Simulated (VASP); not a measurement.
Computed with PBEsol GGA, VASP's PBE PAW potentials (set 64) (plane waves; VASP).

Input for VASP

**POSCAR**
```
AlGa3P4
1
    0.0000000000     2.7232926057     2.7232926057
    2.7232926057     0.0000000000     2.7232926057
   10.8847720268    10.8847720268     0.0083983962
Ga P Al
3 4 1
Direct
  0.9995309058   0.9995309058   0.0003518207
  0.9998555861   0.9998555861   0.2501083104
  0.0004794154   0.0004794154   0.4996404385
  0.2498194556   0.2498194556   0.0626354084
  0.2501957402   0.2501957402   0.3123531949
  0.2505539895   0.2505539895   0.5620845079
  0.2497959046   0.2497959046   0.8126530715
  0.9997690029   0.9997690029   0.7501732479
```

File KPOINTS:
```
k-points along high-symmetry lines
12
Line-mode
Reciprocal
  0.000000   0.000000   0.000000 ! GAMMA
  0.000000   0.000000  -0.500000 ! T

  0.000000   0.000000  -0.500000 ! T
 -0.328125   0.328125  -0.500000 ! H_2

 -0.343750   0.328125  -0.187500 ! H_0
  0.000000   0.500000   0.500000 ! L

  0.000000   0.500000   0.500000 ! L
  0.000000   0.000000   0.000000 ! GAMMA

  0.000000   0.000000   0.000000 ! GAMMA
 -0.335937   0.335937   0.000000 ! S_0

 -0.335938   0.328125  -0.343750 ! S_2
 -0.500000   0.000000  -1.000000 ! F

 -0.500000   0.000000  -1.000000 ! F
  0.000000   0.000000   0.000000 ! GAMMA
```

INCAR:
```
SYSTEM=AlGa3P4
PREC=Accurate; ENCUT=400; LREAL=.FALSE.
LASPH=.TRUE.; ICHARG=11
EDIFF=1E-7; NELM=100; ALGO=Normal
LMAXMIX=4
ISMEAR=0; SIGMA=0.05
GGA=PS
LWAVE=.FALSE.; LCHARG=.FALSE.; LORBIT=11
```

POTCAR, in this order: Ga_d P Al (PBE.64 set). Program: vasp_std. Read from the step before: CHGCAR.

### Question
What will the output report for the number of irreducible k-points (NKPTS), number of bands (NBANDS), largest plane-wave count, number of space-group operations, FFT grid (NGX, NGY, NGZ)?

### Answer

```yaml
number of irreducible k-points (NKPTS): 84
number of bands (NBANDS): 37
largest_plane_wave_count: 2969
number_of_space_group_operations: 6
FFT grid (NGX, NGY, NGZ): 28 × 28 × 100
```

The structure was generated: AlGa3P4 was put into an ordered model structure (R3m), which need not be its known phase. It was relaxed first.
